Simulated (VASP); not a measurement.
```
NaI
1.0
    0.00000     3.26380     3.26380
    3.26380     0.00000     3.26380
    3.26380     3.26380     0.00000
Na I
1 1
Direct
  0.00000   0.00000   0.00000
  0.50000   0.50000   0.50000
```

Computed with PBE GGA, VASP's PBE PAW potentials (set 64) (plane waves; VASP). Numerical set-up: 520 eV cut-off, 8×8×8 Γ-centred mesh, tetrahedra with Blöchl corrections, potentials Na_pv I.

Unless said otherwise, spin-orbit coupling is left out, though it shifts the bands of the heavy elements here.

Question: Estimate the energy per atom (σ→0), band gap (on the k-mesh) with the smallest direct gap where there is one.

Answer: 
```json
{
  "band gap (on the k-mesh)": "3.57 eV",
  "smallest direct gap (on the k-mesh)": "3.57 eV",
  "energy per atom (σ→0)": "-259.9 kJ/mol of atoms"
}
```

The absolute energy has meaning only against runs of the same code, potentials and settings.

The compound is NaI in the rock salt structure. It was relaxed first.
